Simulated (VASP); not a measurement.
Level of theory: PBE GGA, VASP's PBE PAW potentials (set 64) (plane waves; VASP).

VASP input:

POSCAR:
```
Nb3Sn
1
    5.4001690000     0.0000000000     0.0000000000
    0.0000000000     5.4001690000     0.0000000000
    0.0000000000     0.0000000000     5.4001690000
Nb Sn
6 2
Direct
  0.2500000000   0.0000000000   0.5000000000
  0.7500000000   0.0000000000   0.5000000000
  0.5000000000   0.7500000000   0.0000000000
  0.5000000000   0.2500000000   0.0000000000
  0.0000000000   0.5000000000   0.7500000000
  0.0000000000   0.5000000000   0.2500000000
  0.0000000000   0.0000000000   0.0000000000
  0.5000000000   0.5000000000   0.5000000000
```

**KPOINTS**
```
kpoints
0
G
5 5 5
0 0 0
```

### INCAR
```
SYSTEM = Nb3Sn
PREC = Accurate
ENCUT = 300
EDIFF = 1E-6
NELM = 100
ALGO = Normal
LREAL = .FALSE.
LASPH = .TRUE.
ISMEAR = 0
SIGMA = 0.1
GGA = PE
LMAXMIX = 4
LWAVE = .FALSE.
LCHARG = .FALSE.
ISIF = 3
IBRION = 2
NSW = 50
EDIFFG = -0.01
```

POTCAR, in this order: Nb_sv Sn_d (PBE.64 set). Program: vasp_std.

At this cut-off the stress carries a Pulay error, which pulls relaxed volumes low. Energy and stress use the plane-wave basis of the starting cell. Unless said otherwise, spin-orbit coupling is left out, though it shifts the bands of the heavy elements here.

Q: Predict the energy per atom (σ→0), volume per atom, band gap (on the k-mesh).

A: 
```
Property                                                     Value
------------------------  ----------------------------------------
energy per atom (σ→0)                               -8.791 eV/atom
band gap (on the k-mesh)  none (metal, semimetal or under 0.01 eV)
volume per atom                                      18.72 Å³/atom
```

**OSZICAR**
```
...
DAV:   3    -0.703717537065E+02    0.30101E-03   -0.22394E-03  1881   0.267E-01    0.663E-02
DAV:   4    -0.703717508796E+02    0.28269E-05   -0.27229E-04  1714   0.721E-02    0.238E-02
DAV:   5    -0.703717683240E+02   -0.17444E-04   -0.33644E-05  2040   0.247E-02    0.224E-02
DAV:   6    -0.703717753252E+02   -0.70012E-05   -0.44689E-06  1250   0.867E-03    0.141E-02
DAV:   7    -0.703717865158E+02   -0.11191E-04   -0.10192E-05  1624   0.105E-02    0.306E-03
DAV:   8    -0.703717843820E+02    0.21339E-05   -0.75549E-07   819   0.618E-03    0.176E-03
DAV:   9    -0.703717846763E+02   -0.29435E-06   -0.32864E-07   819   0.344E-03
   4 F= -.70371785E+02 E0= -.70330549E+02  d E =-.189800E+00
```

The structure comes from a computed database's Nb3Sn entry; how it stands against other phases isn't given here. This run relaxes it. Symmetry was kept, so distortions that lower it aren't found. The run is one of a series of settings (EDIFFG = -0.01, IBRION = 2, ISIF = 3, NSW = 50 against the base run), some of them coarse on purpose.
